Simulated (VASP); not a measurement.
Data:

```
CELL_PARAMETERS angstrom
      0.00000     2.56721     2.56721
      2.56721     0.00000     2.56721
      2.56721     2.56721     0.00000
ATOMIC_POSITIONS crystal
  Co 0.00000 0.00000 0.00000
  Si 0.25000 0.25000 0.25000
  Si 0.75000 0.75000 0.75000
```

These are LDA (Ceperley-Alder, Perdew-Zunger), VASP's LDA PAW potentials (set 64) (plane waves; VASP) values and carry that method's errors. Run with 500 eV cut-off, 10×10×10 Γ-centred mesh, first-order Methfessel-Paxton smearing of 0.10 eV, potentials Co Si.

Task: Predict the energy per atom (σ→0), pressure, band gap (on the k-mesh) with the smallest direct gap where there is one.

Result: 
```
Item                                                        Result
------------------------  ----------------------------------------
band gap (on the k-mesh)  none (metal, semimetal or under 0.01 eV)
energy per atom (σ→0)                               -7.255 eV/atom
pressure                                                199.9 kbar
```

The absolute energy has meaning only against runs of the same code, potentials and settings.

The compound is CoSi2 in the fluorite structure. It was relaxed first under an external pressure of 20 GPa. The run is not spin-polarised, so no magnetic state was tried. The electron count is odd and the run is not spin-polarised, which forces a metal.
